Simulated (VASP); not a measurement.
```xyz
4
Lattice="0.0081 3.8840 3.8749 3.8840 0.0081 3.8749 1.9461 1.9461 0.0000" Properties=species:S:1:pos:R:3 pbc="T T T"
Rh     0.0000     0.0000     0.0000
Pt     1.9420     0.0040     1.9374
Pt     0.0040     1.9420     1.9374
Pt     1.9461     1.9461     3.8749
```

All values below come from PBEsol GGA, VASP's PBE PAW potentials (set 64) (plane waves; VASP). Run with 400 eV cut-off, Gaussian smearing of 0.050 eV, potentials Rh_pv Pt.

Question: Give the energies of bands 13 to 26 at the high-symmetry points, in eV from the Fermi level.

Answer: 
```csv
band,Γ,Y,C0,Z,A0,T,S,R
13,-3.62,-4.02,-3.69,-4.38,-3.31,-3.61,-3.60,-3.67
14,-3.60,-3.09,-3.44,-4.10,-2.04,-0.47,-3.57,-3.57
15,-3.36,-2.75,-3.06,-3.79,-1.99,-0.32,-3.15,-2.77
16,-1.55,-2.45,-2.72,-2.68,-1.17,0.02,-2.95,-2.32
17,-1.47,-2.38,-2.71,-2.15,-0.80,0.04,-2.92,-2.30
18,-0.46,-2.26,-2.51,-2.09,-0.15,0.04,-2.34,-2.03
19,-0.23,-2.23,-2.21,-1.83,-0.13,0.15,-2.12,-1.65
20,0.01,-2.15,-2.00,-1.56,-0.03,0.22,-1.56,0.15
21,0.08,-1.85,-1.25,-1.40,0.24,0.33,-1.54,0.15
22,0.14,-1.77,-1.18,0.48,0.35,0.48,-1.12,0.28
23,0.26,-1.24,-0.85,0.69,0.36,0.62,-1.02,0.50
24,0.28,-0.93,-0.52,1.92,2.07,0.65,0.16,3.06
25,0.61,-0.52,-0.38,2.14,2.10,0.72,0.42,3.19
26,0.64,2.01,0.24,7.36,2.36,1.97,3.30,3.38
```

It has no gap at this level: it comes out as a metal or semimetal.

The structure was generated: Pt3Rh was put into an ordered model structure (Cmmm), which need not be its known phase. It was relaxed first. The electron count is odd and the run is not spin-polarised, which forces a metal.
